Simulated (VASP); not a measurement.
```xyz
4
Lattice="5.4279 0.0000 0.0000 0.0000 8.8637 0.0000 0.0000 0.0000 25.6469" Properties=species:S:1:pos:R:3 pbc="T T T"
Cs     2.4212     6.6478     9.6942
Cs     5.0740     2.2159    11.1982
Cs     0.3539     6.6478    14.4487
Cs     3.0066     2.2159    15.9527
```

Method: r2SCAN meta-GGA, VASP's PBE PAW potentials (set 64) (plane waves; VASP 6.6.1). Numerical set-up: PREC = Normal, 400 eV cut-off, 5×3×1 Γ-centred mesh, first-order Methfessel-Paxton smearing of 0.10 eV, potentials Cs_sv.

Unless said otherwise, spin-orbit coupling is left out, though it shifts the bands of the heavy elements here.

Task: Predict the energy per atom (σ→0), band gap (on the k-mesh) with the smallest direct gap where there is one.

Result: 
- band gap (on the k-mesh): none (metal, semimetal or under 0.01 eV)
- energy per atom (σ→0): -24.914 eV/atom

The cell is a thin slab with vacuum, built from Cs (bcc): (211) face.
